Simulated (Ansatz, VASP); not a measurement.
**Zr2CO2 (Zr2CO2 MXene, 4 layers): VASP beside Ansatz**

Aim: how closely do two programs agree when they are given the same cell, functional and k mesh? Of the first pair: The structure shown is the start of the Ansatz relaxation below; VASP solves that cell, so the two are compared at the walk's first step.

Main program and level: Ansatz 0.2.0; plane waves, with VASP 6.6.1 beside it; single point at PBE with D4.

**1. The structure**

The cell holds 80 atoms: 16 C, 32 Zr and 32 O. Cell: a = 6.752 Å, b = 6.752 Å, c = 40.780 Å, α = 90.0°, β = 90.0°, γ = 120.0°. It derives from Zr2CO2 (Zr2CO2 MXene). As first built, before any earlier steps moved the atoms (in the runner's words): 4 layers of Zr2CO2 MXene (a = 3.31 A), 2 x 2 cells, biaxial strain +2 %, every second layer slid by 0.333 of a1 + 2 a2; facing atoms 2.84, 2.72, 2.82 A apart;. Vacuum lies along c.

**2. Ansatz: relaxation, PBE with D4**

Ansatz runs on its default PAW (the set named soft_2) files.

The two programs are compared at the cell with which this relaxation starts, whose forces are those of its first step.

Contents of input.yaml:

```yaml
crystal:
  lattice:
    - [6.7524, 0.0, 0.0]
    - [-3.3762, 5.84775, 0.0]
    - [0.0, 0.0, 40.78]
  atoms:
    - { symbol: C, position: [0.00404, 0.00017, 0.22835] }
    - { symbol: Zr, position: [0.16704, 0.33497, 0.26193] }
    - { symbol: Zr, position: [0.33202, 0.1635, 0.19448] }
    - { symbol: O, position: [0.33551, 0.16654, 0.28419] }
    - { symbol: O, position: [0.16881, 0.33586, 0.17151] }
    - { symbol: C, position: [0.00351, 0.50165, 0.2282] }
    - { symbol: Zr, position: [0.16715, 0.83519, 0.26144] }
    - { symbol: Zr, position: [0.33121, 0.66489, 0.19415] }
    - { symbol: O, position: [0.33593, 0.66698, 0.28433] }
    - { symbol: O, position: [0.16337, 0.83428, 0.17136] }
    - { symbol: C, position: [0.49751, 0.99558, 0.2283] }
    - { symbol: Zr, position: [0.6677, 0.33459, 0.26154] }
    - { symbol: Zr, position: [0.83174, 0.16714, 0.19407] }
    - { symbol: O, position: [0.83438, 0.1682, 0.28441] }
    - { symbol: O, position: [0.66602, 0.33446, 0.17153] }
    - { symbol: C, position: [0.49717, 0.49893, 0.22794] }
    - { symbol: Zr, position: [0.66697, 0.83423, 0.26152] }
    - { symbol: Zr, position: [0.83586, 0.66864, 0.19466] }
    - { symbol: O, position: [0.83563, 0.66683, 0.28463] }
    - { symbol: O, position: [0.66606, 0.83417, 0.17211] }
    - { symbol: C, position: [0.16599, 0.33439, 0.41044] }
    - { symbol: Zr, position: [0.33322, 0.66542, 0.44427] }
    - { symbol: Zr, position: [0.50499, 0.50208, 0.37657] }
    - { symbol: O, position: [0.49777, 0.49861, 0.46665] }
    - { symbol: O, position: [0.33488, 0.66765, 0.35418] }
    - { symbol: C, position: [0.16912, 0.83649, 0.41034] }
    - { symbol: Zr, position: [0.33487, 0.16828, 0.44432] }
    - { symbol: Zr, position: [0.49906, 3.0e-05, 0.37668] }
    - { symbol: O, position: [0.50046, 0.0016, 0.4668] }
    - { symbol: O, position: [0.3321, 0.16482, 0.35355] }
    - { symbol: C, position: [0.66777, 0.33457, 0.41046] }
    - { symbol: Zr, position: [0.83189, 0.6645, 0.44395] }
    - { symbol: Zr, position: [0.00231, 0.49905, 0.37638] }
    - { symbol: O, position: [0.0014, 0.50298, 0.46664] }
    - { symbol: O, position: [0.8319, 0.66599, 0.35389] }
    - { symbol: C, position: [0.66632, 0.83347, 0.4104] }
    - { symbol: Zr, position: [0.83351, 0.16744, 0.44408] }
    - { symbol: Zr, position: [0.99968, 0.00104, 0.37694] }
    - { symbol: O, position: [0.00213, 0.00164, 0.46707] }
    - { symbol: O, position: [0.83154, 0.16179, 0.35393] }
    - { symbol: C, position: [0.99981, 0.00213, 0.59003] }
    - { symbol: Zr, position: [0.16633, 0.33536, 0.62304] }
    - { symbol: Zr, position: [0.33231, 0.16612, 0.55683] }
    - { symbol: O, position: [0.3352, 0.16705, 0.64627] }
    - { symbol: O, position: [0.16737, 0.33307, 0.53344] }
    - { symbol: C, position: [0.99978, 0.5004, 0.58992] }
    - { symbol: Zr, position: [0.16479, 0.8338, 0.62335] }
    - { symbol: Zr, position: [0.33586, 0.66663, 0.55621] }
    - { symbol: O, position: [0.33681, 0.66889, 0.64645] }
    - { symbol: O, position: [0.16558, 0.83403, 0.53344] }
    - { symbol: C, position: [0.50258, 0.00105, 0.58997] }
    - { symbol: Zr, position: [0.66503, 0.33369, 0.62305] }
    - { symbol: Zr, position: [0.83208, 0.16468, 0.5566] }
    - { symbol: O, position: [0.83558, 0.16935, 0.64616] }
    - { symbol: O, position: [0.66712, 0.33436, 0.53345] }
    - { symbol: C, position: [0.50152, 0.50295, 0.5899] }
    - { symbol: Zr, position: [0.66344, 0.82998, 0.62355] }
    - { symbol: Zr, position: [0.83071, 0.66557, 0.5564] }
    - { symbol: O, position: [0.83484, 0.66636, 0.64631] }
    - { symbol: O, position: [0.66822, 0.83158, 0.53343] }
    - { symbol: C, position: [0.16745, 0.33622, 0.77226] }
    - { symbol: Zr, position: [0.33213, 0.66539, 0.80531] }
    - { symbol: Zr, position: [0.50275, 0.50396, 0.73857] }
    - { symbol: O, position: [0.50024, 0.49855, 0.82844] }
    - { symbol: O, position: [0.33166, 0.66736, 0.71563] }
    - { symbol: C, position: [0.16723, 0.83144, 0.77171] }
    - { symbol: Zr, position: [0.33325, 0.1654, 0.80581] }
    - { symbol: Zr, position: [0.50025, 0.00085, 0.73901] }
    - { symbol: O, position: [0.50347, 0.0016, 0.82777] }
    - { symbol: O, position: [0.33245, 0.1634, 0.71549] }
    - { symbol: C, position: [0.66784, 0.33524, 0.77208] }
    - { symbol: Zr, position: [0.83275, 0.66953, 0.80525] }
    - { symbol: Zr, position: [0.99857, 0.4995, 0.73818] }
    - { symbol: O, position: [0.99886, 0.49935, 0.82803] }
    - { symbol: O, position: [0.8321, 0.6649, 0.71491] }
    - { symbol: C, position: [0.66912, 0.833, 0.77168] }
    - { symbol: Zr, position: [0.83448, 0.16768, 0.80599] }
    - { symbol: Zr, position: [0.003, 0.00259, 0.73823] }
    - { symbol: O, position: [0.00314, 0.00277, 0.82837] }
    - { symbol: O, position: [0.83331, 0.16641, 0.71548] }
kpoints:
  mp_grid: { grid: [3, 3, 1] }
hamiltonian:
  xc: pbe
  dispersion: d4
scf:
  occupations: { method: fixed }
output:
  forces: true
relax:
  f_tol: 0.05
  max_steps: 120
```

Run with:

```sh
ansatz run input.yaml --threads 4 --pin off --max-ram 15872MiB --backend cpu --events-out ev --progress --plain --runs-dir out
```

Numbers of over 12 decimals in the logs are rounded to 6 here.

What it wrote:

```text
Engine: ansatz 0.2.0, aarch64-unknown-linux-gnu
Pseudopotentials: kind: paw
Pseudopotential: C, paw, valence charge 4, recommended cutoff 420 eV (normal), C.paw.azcp
Pseudopotential: Zr, paw, valence charge 12, recommended cutoff 420 eV (normal), Zr.paw.azcp
Pseudopotential: O, paw, valence charge 6, recommended cutoff 420 eV (normal), O.paw.azcp
Functional definition: PBE
  parameter kappa = 0.804
  parameter beta = 0.066725
  exchange = pbe_x(kappa = kappa, mu = beta*pi^2/3)
  correlation = pbe_c(beta = beta)
Crystal: 80 atoms, lattice volume = 1610.253 Å³
Basis set: ecut = 420 eV, 31517 PW (Γ), exchange–correlation on 96×96×576 points (8 copies of the dense FFT grid, shifted against one another)
Bands: 400, of which v1, the nominal top of the filled ones, is band 320 counted from 1 (319 counted from 0)
Symmetry: 1 space group operations
Space group: P1 (ITA 1), of the structure as read, at distance tolerance 1.2e-4 Å
k-points: 5 of 9 (time reversal used)
Non-local potential: C, projectors of the file, l = 0: 2, l = 1: 2, l = 2: 1
Non-local potential: Zr, projectors of the file, l = 0: 3, l = 1: 2, l = 2: 2, l = 3: 2
Non-local potential: O, projectors of the file, l = 0: 2, l = 1: 2, l = 2: 1
PAW form: soft (Blöchl's): semilocal exchange-correlation on the pseudo side does not see the compensation charge
PAW one-centre angular grid: C, 110 points (default); XC on 64 Gauss nodes
PAW one-centre angular grid: Zr, 590 points (default); XC on 64 Gauss nodes
PAW one-centre angular grid: O, 110 points (default); XC on 64 Gauss nodes
Initial density: superposition of atomic densities (neutral atoms: chi_scale 0, normalization atom), corrected by the library's trained network
Initial wavefunctions: pseudopotential atomic-orbital guess
Functional: x = pbe(κ = 0.804, μ = 0.219515), c = pbe(β = 0.066725)
SCF iter   1: F=—  HF=-156165.288397 eV  |F-HF|=—  |Δ(HF+E_count)|=         —  Δρ=4.95e-3  dr2=6.07e-1  ethr=1.77e-3  ⟨swp⟩=4.4  Hψ=6328  notcnv=0  defer=364
preconditioner: auto → Resta (q_TF=auto, 2.339 Å⁻¹)  ε∞=4.9  [insulator: Δε(μ)=1.066 eV  Ē_g=9.201 eV  n_scr=384 (ndim 8)  ℏωp=18.1 eV  f_vac=0.320  ε∞_Penn≈4.9  vacuum switching on, ρ_ref=6.1e-3 e/Å³]
SCF iter   2: F=—  HF=-156165.211716 eV  |F-HF|=—  |Δ(HF+E_count)|=   7.67e-2  Δρ=2.15e-3  dr2=6.57e-2  ethr=9.49e-5  ⟨swp⟩=2.2  Hψ=2957  notcnv=0  defer=387
SCF iter   3: F=—  HF=-156165.206972 eV  |F-HF|=—  |Δ(HF+E_count)|=   4.74e-3  Δρ=1.12e-3  dr2=2.34e-2  ethr=1.03e-5  ⟨swp⟩=2.2  Hψ=2511  notcnv=0  defer=390
SCF iter   4: F=—  HF=-156165.208519 eV  |F-HF|=—  |Δ(HF+E_count)|=   1.55e-3  Δρ=7.98e-4  dr2=1.63e-2  ethr=3.65e-6  ⟨swp⟩=2.2  Hψ=2609  notcnv=0  defer=390
SCF iter   5: F=—  HF=-156165.206589 eV  |F-HF|=—  |Δ(HF+E_count)|=   1.93e-3  Δρ=1.65e-4  dr2=5.13e-4  ethr=2.54e-6  ⟨swp⟩=2.2  Hψ=2554  notcnv=0  defer=390
SCF iter   6: F=—  HF=-156165.206687 eV  |F-HF|=—  |Δ(HF+E_count)|=   9.78e-5  Δρ=1.03e-4  dr2=3.39e-4  ethr=8.01e-8  ⟨swp⟩=3.0  Hψ=2987  notcnv=0  defer=389
SCF iter   7: F=-156165.206621 eV  HF=-156165.206658 eV  |F-HF|=3.68e-5  |Δ(HF+E_count)|=   2.93e-5  Δρ=4.68e-5  dr2=5.47e-5  ethr=9.77e-9  ⟨swp⟩=3.0  Hψ=6650  notcnv=0
SCF 1 converged in 7 iterations: F = -156165.206621 eV  dr2 = 5.47e-5
  greatest PAW one-centre occupation: 0.995 electrons in one spin orbital (limit 2), on the Zr atom at site 6 (counted from 0), in its partial waves of l = 0
relax step   1: F+E_penalty+E_count = -156165.20662099 eV  Δ(F+E_penalty+E_count) = +0.000e0 eV  max|allowed force component| = 1.260e0 eV/Å  Δτ_max = 0.0000 Å  (7 SCF iters, dr2 threshold 6.25e-5 eV, accepted)
Initial density: handed on by an earlier stage of this run
Initial wavefunctions: those handed on with the density
iter 1 solved again at ethr=6.51e-4 eV; its pass at ethr=3.10e-3 eV (dr2=4.16e0 eV) is discarded
SCF iter   1: F=—  HF=-156166.763219 eV  |F-HF|=—  |Δ(HF+E_count)|=         —  Δρ=1.29e-2  dr2=4.23e0  ethr=6.51e-4  ⟨swp⟩=1.0  Hψ=6304  notcnv=0  defer=347
preconditioner: auto → Resta (q_TF=auto, 2.339 Å⁻¹)  ε∞=4.8  [insulator: Δε(μ)=0.987 eV  Ē_g=9.339 eV  n_scr=384 (ndim 8)  ℏωp=18.1 eV  f_vac=0.325  ε∞_Penn≈4.8  vacuum switching on, ρ_ref=6.3e-3 e/Å³]
SCF iter   2: F=—  HF=-156165.935617 eV  |F-HF|=—  |Δ(HF+E_count)|=   8.28e-1  Δρ=6.29e-3  dr2=9.36e-1  ethr=6.51e-4  ⟨swp⟩=2.0  Hψ=2403  notcnv=0  defer=364
SCF iter   3: F=—  HF=-156165.753296 eV  |F-HF|=—  |Δ(HF+E_count)|=   1.82e-1  Δρ=3.69e-3  dr2=3.31e-1  ethr=1.46e-4  ⟨swp⟩=2.6  Hψ=2508  notcnv=0  defer=383
SCF iter   4: F=—  HF=-156165.714980 eV  |F-HF|=—  |Δ(HF+E_count)|=   3.83e-2  Δρ=1.46e-3  dr2=4.02e-2  ethr=5.18e-5  ⟨swp⟩=2.0  Hψ=3085  notcnv=0  defer=389
SCF iter   5: F=—  HF=-156165.711406 eV  |F-HF|=—  |Δ(HF+E_count)|=   3.57e-3  Δρ=5.70e-4  dr2=5.47e-3  ethr=6.29e-6  ⟨swp⟩=2.0  Hψ=2608  notcnv=0  defer=390
[...]
atom  44  O      0.00038772    -0.00097728    -0.00206198
  atom  45  O     -0.00208248     0.00050994     0.01496569
  atom  46  C     -0.00276177    -0.00251067     0.01013274
  atom  47  Zr    -0.00143402    -0.00052299    -0.01343669
  atom  48  Zr     0.00160001     0.00445410    -0.00052288
  atom  49  O      0.00181351    -0.00037136    -0.00299668
  atom  50  O     -0.00027153    -0.00082400     0.01403224
  atom  51  C     -0.00533077    -0.00276882     0.00110607
  atom  52  Zr     0.00800549     0.00091165    -0.00803805
[...]
atom  56  C     -0.00557322    -0.00289173     0.00724647
  atom  57  Zr     0.00058972     0.00758327    -0.01308885
  atom  58  Zr     0.01010146     0.00259177    -0.00438404
  atom  59  O     -0.00171879     0.00115951    -0.00405815
  atom  60  O     -0.00383760    -0.00235402     0.01838325
  atom  61  C      0.00112687     0.00268388    -0.00355599
  atom  62  Zr    -0.00523287    -0.01378302     0.00474528
  atom  63  Zr     0.00472074    -0.00084194     0.00207998
  atom  64  O     -0.00006567     0.00485903    -0.00163623
  atom  65  O      0.00063148    -0.00154376    -0.00224486
  atom  66  C     -0.00340203     0.00529624    -0.00152663
  atom  67  Zr    -0.00035282     0.00192360     0.01171804
[...]
atom  73  Zr     0.00245523     0.00012123     0.00295664
  atom  74  O      0.00020185     0.00090279     0.00020128
  atom  75  O     -0.00116338    -0.00115668     0.00251306
  atom  76  C      0.00087883    -0.00214957    -0.00389311
  atom  77  Zr     0.00034341     0.00241875     0.00783014
  atom  78  Zr     0.00272306     0.00196299     0.00408112
  atom  79  O     -0.00060380    -0.00003626    -0.00959125
  atom  80  O      0.00025882     0.00194294     0.00323376
  max |Σ_I F_I| component: 2.07e-5 eV/Å
--- Relaxed structure (6 steps of the walk, 6 accepted, 0 SCFs on fresh bases) ---
  F+E_penalty+E_count = -156166.21885399 eV   max|allowed force component| = 1.838e-2 eV/Å
  atoms:
    - { symbol: C, position: [0.00109417, 0.000958767, 0.219796] }
    - { symbol: Zr, position: [0.167671, 0.334148, 0.253685] }
    - { symbol: Zr, position: [0.334307, 0.167621, 0.185886] }
    - { symbol: O, position: [0.334420, 0.167497, 0.275154] }
    - { symbol: O, position: [0.167717, 0.334209, 0.164363] }
    - { symbol: C, position: [0.00110702, 0.500892, 0.219798] }
    - { symbol: Zr, position: [0.167651, 0.834117, 0.253685] }
    - { symbol: Zr, position: [0.334319, 0.667689, 0.185890] }
    - { symbol: O, position: [0.334433, 0.667583, 0.275154] }
    - { symbol: O, position: [0.167674, 0.834229, 0.164352] }
    - { symbol: C, position: [0.501100, 1.000855, 0.219782] }
    - { symbol: Zr, position: [0.667689, 0.334090, 0.253661] }
    - { symbol: Zr, position: [0.834317, 0.167632, 0.185910] }
    - { symbol: O, position: [0.834372, 0.167496, 0.275175] }
    - { symbol: O, position: [0.667695, 0.334345, 0.164358] }
    - { symbol: C, position: [0.501022, 0.500871, 0.219780] }
    - { symbol: Zr, position: [0.667766, 0.834178, 0.253681] }
    - { symbol: Zr, position: [0.834281, 0.667615, 0.185907] }
    - { symbol: O, position: [0.834427, 0.667520, 0.275166] }
    - { symbol: O, position: [0.667689, 0.834211, 0.164368] }
    - { symbol: C, position: [0.166694, 0.333184, 0.410827] }
    - { symbol: Zr, position: [0.333491, 0.666659, 0.444712] }
    - { symbol: Zr, position: [0.499950, 0.499706, 0.376926] }
    - { symbol: O, position: [0.500081, 0.499939, 0.466213] }
    - { symbol: O, position: [0.333319, 0.666481, 0.355445] }
    - { symbol: C, position: [0.166668, 0.833233, 0.410836] }
    - { symbol: Zr, position: [0.333520, 0.166635, 0.444697] }
    - { symbol: Zr, position: [0.500078, -0.000198888, 0.376922] }
    - { symbol: O, position: [0.500073, -6.738246919402307e-5, 0.466205] }
    - { symbol: O, position: [0.333222, 0.166469, 0.355434] }
    - { symbol: C, position: [0.666613, 0.333164, 0.410817] }
    - { symbol: Zr, position: [0.833420, 0.666589, 0.444707] }
    - { symbol: Zr, position: [-3.491169323027732e-5, 0.499763, 0.376926] }
    - { symbol: O, position: [-8.307777713711939e-6, 0.499884, 0.466201] }
    - { symbol: O, position: [0.833398, 0.666552, 0.355441] }
    - { symbol: C, position: [0.666582, 0.833227, 0.410825] }
    - { symbol: Zr, position: [0.833517, 0.166589, 0.444704] }
    - { symbol: Zr, position: [0.999995, -0.00024076, 0.376927] }
    - { symbol: O, position: [4.493474533044676e-5, -0.000105556, 0.466197] }
    - { symbol: O, position: [0.833299, 0.166491, 0.355433] }
    - { symbol: C, position: [1.000599, 0.000920791, 0.589268] }
    - { symbol: Zr, position: [0.167156, 0.334178, 0.623162] }
    - { symbol: Zr, position: [0.333599, 0.167455, 0.555398] }
    - { symbol: O, position: [0.333905, 0.167631, 0.644660] }
    - { symbol: O, position: [0.167162, 0.334199, 0.533881] }
    - { symbol: C, position: [1.000656, 0.501012, 0.589249] }
    - { symbol: Zr, position: [0.167123, 0.834159, 0.623171] }
    - { symbol: Zr, position: [0.333574, 0.667444, 0.555378] }
    - { symbol: O, position: [0.333866, 0.667557, 0.644666] }
    - { symbol: O, position: [0.167171, 0.834266, 0.533884] }
    - { symbol: C, position: [0.500638, 0.000952669, 0.589277] }
    - { symbol: Zr, position: [0.667055, 0.334156, 0.623157] }
    - { symbol: Zr, position: [0.833582, 0.167474, 0.555365] }
    - { symbol: O, position: [0.833946, 0.167641, 0.644632] }
    - { symbol: O, position: [0.667096, 0.334193, 0.533880] }
    - { symbol: C, position: [0.500675, 0.500997, 0.589264] }
    - { symbol: Zr, position: [0.667103, 0.834126, 0.623171] }
    - { symbol: Zr, position: [0.833580, 0.667489, 0.555389] }
    - { symbol: O, position: [0.833909, 0.667539, 0.644668] }
    - { symbol: O, position: [0.667195, 0.834285, 0.533868] }
    - { symbol: C, position: [0.166602, 0.332919, 0.780328] }
    - { symbol: Zr, position: [0.333555, 0.666719, 0.814234] }
    - { symbol: Zr, position: [0.499865, 0.499717, 0.746442] }
    - { symbol: O, position: [0.500001, 0.499692, 0.835752] }
    - { symbol: O, position: [0.333287, 0.666349, 0.724959] }
    - { symbol: C, position: [0.166670, 0.832974, 0.780329] }
    - { symbol: Zr, position: [0.333348, 0.166459, 0.814206] }
    - { symbol: Zr, position: [0.499946, -0.000255195, 0.746434] }
    - { symbol: O, position: [0.500004, -0.000293156, 0.835772] }
    - { symbol: O, position: [0.333382, 0.166401, 0.724942] }
    - { symbol: C, position: [0.666687, 0.332978, 0.780346] }
    - { symbol: Zr, position: [0.833402, 0.666569, 0.814254] }
    - { symbol: Zr, position: [0.999886, 0.499721, 0.746445] }
    - { symbol: O, position: [1.000085, 0.499810, 0.835751] }
    - { symbol: O, position: [0.833262, 0.666331, 0.724948] }
    - { symbol: C, position: [0.666694, 0.833101, 0.780341] }
    - { symbol: Zr, position: [0.833411, 0.166520, 0.814220] }
    - { symbol: Zr, position: [-0.000100783, -0.000292807, 0.746432] }
    - { symbol: O, position: [5.3045739357947714e-5, -0.000259961, 0.835783] }
    - { symbol: O, position: [0.833245, 0.166290, 0.724934] }
```

[end of part 1 of 3]

[Lines on the potential files, build, host, timing and source positions are cut from VASP's logs without a mark.]

[Logs are printed without paths, hosts, clocks, repeated set-up lines and the standing remarks that a program may print on its own settings, such as how far it seeks lower states.]

[Hosts, paths, dates, database ids (printed as entryN), source tags and the programs' standing remarks are cut or masked in the printed files.]
